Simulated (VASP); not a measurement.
All values below come from LDA (Ceperley-Alder, Perdew-Zunger), VASP's LDA PAW potentials (set 64) (plane waves; VASP).

VASP input:

POSCAR:
```
PbSe
1
    0.0000000000     3.0214709618     3.0214709618
    3.0214709618     0.0000000000     3.0214709618
    3.0214709618     3.0214709618     0.0000000000
Pb Se
1 1
Direct
  0.0000000000   0.0000000000   0.0000000000
  0.5000000000   0.5000000000   0.5000000000
```

### KPOINTS
```
Automatic mesh
0
Gamma
9 9 9
0 0 0
```

### INCAR
```
SYSTEM=PbSe
PREC=Accurate; ENCUT=400; LREAL=.FALSE.
LASPH=.TRUE.
EDIFF=1E-7; NELM=100; ALGO=Normal
LMAXMIX=4
ISMEAR=-5
ISIF=2
LWAVE=.FALSE.; LCHARG=.TRUE.; LORBIT=11
NEDOS=601
```

POTCAR, in this order: Pb_d Se (LDA.64 set). Program: vasp_std.

Q: What will the output report for the number of irreducible k-points (NKPTS), number of bands (NBANDS), largest plane-wave count, number of space-group operations, FFT grid (NGX, NGY, NGZ)?

A: 
```
Quantity                                      Result
--------------------------------------  ------------
number of irreducible k-points (NKPTS)            35
number of bands (NBANDS)                          14
largest plane-wave count                        1018
number of space-group operations                  48
FFT grid (NGX, NGY, NGZ)                28 × 28 × 28
```

The compound is PbSe in the rock salt structure. It was relaxed first.
